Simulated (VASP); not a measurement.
Here is the system:

```yaml
crystal:
  lattice:
    - [-1.66138, 1.66138, 1.66138]
    - [1.66138, -1.66138, 1.66138]
    - [1.66138, 1.66138, -1.66138]
  atoms:
    - { symbol: Nb, position: [0.00000, 0.00000, 0.00000] }
```

Computed with PBE GGA with D4 dispersion, VASP's PBE PAW potentials (set 64) (plane waves; VASP 6.6.1). Settings: 520 eV cut-off, 16×16×16 Γ-centred mesh, first-order Methfessel-Paxton smearing of 0.10 eV, potentials Nb_sv.

Task: The job: Nb (bcc), 1 atom, PBE-D4, static run, 520 eV, 16×16×16 Γ-centred mesh. Roughly how much core time does it take on a busy server core?

Result: About 20 core-seconds (one run on a shared machine, a rough figure). It had 145 irreducible k-points, 10 bands, up to 531 plane waves and 14 electronic steps.

The compound is Nb in the bcc structure. This cell is one point of a volume scan, at 1.03 of the reference volume.
